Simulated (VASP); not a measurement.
Method: PBE GGA + U (Dudarev), VASP's PBE PAW potentials (set 64) (plane waves; VASP).

VASP input:

POSCAR:
```
TiAl
1
    2.8725310000     0.0000000000     0.0000000000
    0.0000000000     2.8241150000     0.0000000000
    0.0000000000     0.0000000000     4.0770390000
Ti Al
1 1
Direct
  0.0000000000   0.0000000000   0.0000000000
  0.5149240000   0.5000000000   0.5000000000
```

INCAR:
```
LORBIT = 10
LMAXMIX = 4   ! l cut-off of mixed one-centre charges
LDAUJ = 0 0
ISMEAR = 1   ! Methfessel-Paxton
SYSTEM = TiAl
LASPH = .TRUE.   ! aspherical one-centre terms
LREAL = .FALSE.   ! projection in real space or not
EDIFF = 1E-6   ! SCF stop (eV)
SIGMA = 0.1   ! width (eV)
LDAUL = 2 -1
PREC = Accurate
LDAUTYPE = 2   ! Dudarev
LDAUPRINT = 1
LDAU = .TRUE.
NELM = 100   ! most electronic steps
LCHARG = .FALSE.
ENCUT = 400
ALGO = Normal   ! blocked Davidson
LWAVE = .FALSE.
ISIF = 2   ! forces and stress, cell fixed
LDAUU = 5.0 0
GGA = PE   ! PBE
```

### KPOINTS
```
Automatic mesh
0
Gamma
  11 12 8
0 0 0
```

POTCAR, in this order: Ti_sv Al (PBE.64 set). Program: vasp_std.

### Question
Predict the energy per atom (σ→0), pressure, largest force, band gap (on the k-mesh).

### Answer

```
Item                                                         Value
------------------------  ----------------------------------------
energy per atom (σ→0)                               -4.366 eV/atom
band gap (on the k-mesh)  none (metal, semimetal or under 0.01 eV)
pressure                                                  3.83 GPa
largest force                                           0.205 eV/Å
```

### OSZICAR
```
...
DAV:   9    -0.872819477786E+01    0.45264E-02   -0.23501E-02  5272   0.134E+00    0.271E-01
DAV:  10    -0.873222603466E+01   -0.40313E-02   -0.55177E-03  6007   0.620E-01    0.958E-02
DAV:  11    -0.873234510408E+01   -0.11907E-03   -0.82073E-04  5510   0.225E-01    0.587E-02
DAV:  12    -0.873258170573E+01   -0.23660E-03   -0.63509E-04  5474   0.218E-01    0.150E-02
DAV:  13    -0.873259332177E+01   -0.11616E-04   -0.46920E-05  5860   0.585E-02    0.878E-03
DAV:  14    -0.873259553599E+01   -0.22142E-05   -0.81886E-06  5604   0.233E-02    0.286E-03
DAV:  15    -0.873259604996E+01   -0.51398E-06   -0.10127E-06  4047   0.863E-03
   1 F= -.87325960E+01 E0= -.87325443E+01  d E =-.155337E-03
```

The compound is TiAl in the L1_0 structure. The cell was not relaxed at this level, atoms are displaced from their ideal sites. The run is one of a series of settings (LDAU = .TRUE., LDAUJ = 0 0, LDAUL = 2 -1, LDAUTYPE = 2, LDAUU = 5.0 0 against the base run), some of them coarse on purpose. The electron count is odd and the run is not spin-polarised, which forces a metal.
